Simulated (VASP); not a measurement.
Wanted: the native input for a VASP 6.6.1 run.

```yaml
Task: single point
Functional: PBE
Potentials_or_basis: VASP PAW PBE potentials, release 64 (H, Pb_d, N, O)
Cutoff: 520 eV
k_mesh: 5 × 6 × 4
Occupations: fermi-dirac, width 0.05 eV
Spin: no spin polarisation
Further_INCAR_settings: ALGO = Normal; EDIFF = 1e-07; NBANDS = 57
```

The structure of HPbNO4 lies in POSCAR:

```
HPbNO4
1.0
    6.8587600000      0.0000000000     -0.0149100000
    0.0000000000      4.2286500000      0.0000000000
   -3.3751900000      0.0000000000      7.2819400000
H Pb N O
2 2 2 8
Direct
    0.2254900000      0.7500000000      0.5073000000
    0.7745100000      0.2500000000      0.4927000000
    0.3022900000      0.2500000000      0.2849400000
    0.6977100000      0.7500000000      0.7150600000
    0.2148400000      0.7500000000      0.8356700000
    0.7851600000      0.2500000000      0.1643300000
    0.3307800000      0.7500000000      0.4533800000
    0.4090900000      0.7500000000      0.8690100000
    0.1550800000      0.7500000000      0.9653700000
    0.0708300000      0.7500000000      0.6695500000
    0.6692200000      0.2500000000      0.5466100000
    0.5909100000      0.2500000000      0.1309900000
    0.8449200000      0.2500000000      0.0346300000
    0.9291700000      0.2500000000      0.3304500000
```

The cell was built by a generator and needn't be a form met in nature.

These files were run (other wordings do the same):

INCAR

```
ALGO = Normal
EDIFF = 1E-7
ENCUT = 520
GGA = PE
ISIF = 2
ISMEAR = -1
KPAR = 4
LASPH = True
LCHARG = True
LREAL = False
LVHAR = True
LWAVE = False
NBANDS = 57
NELM = 100
PREC = Accurate
SIGMA = 0.05
```

KPOINTS

```
k-points
0
Gamma
  5 6 4
```

Potentials or basis: VASP PAW PBE potentials, release 64 (H, Pb_d, N, O).

Launch:

```sh
$ cat potpaw_PBE.64/H/POTCAR potpaw_PBE.64/Pb_d/POTCAR potpaw_PBE.64/N/POTCAR potpaw_PBE.64/O/POTCAR > POTCAR
$ mpirun -np 4 vasp_std > vasp.out
```

Results of the run:

```json
{
  "Pressure": "0.6 GPa",
  "Largest force": "0.464 eV/Å",
  "Band gap on the k mesh": "3.06 eV, indirect (least direct gap 3.27 eV)"
}
```

Caveat: the standard files for N, O and F lose accuracy on very short bonds; spin-orbit coupling is left out, which as a rule narrows the gap of such compounds by several tenths of an eV; an odd mesh through Γ misses points on the zone boundary, where band edges often lie.

It took 100 s on 4 MPI ranks on Intel(R) Xeon(R) 6975P-C (Granite Rapids), on a shared host, peak memory 0.6 GiB a rank.
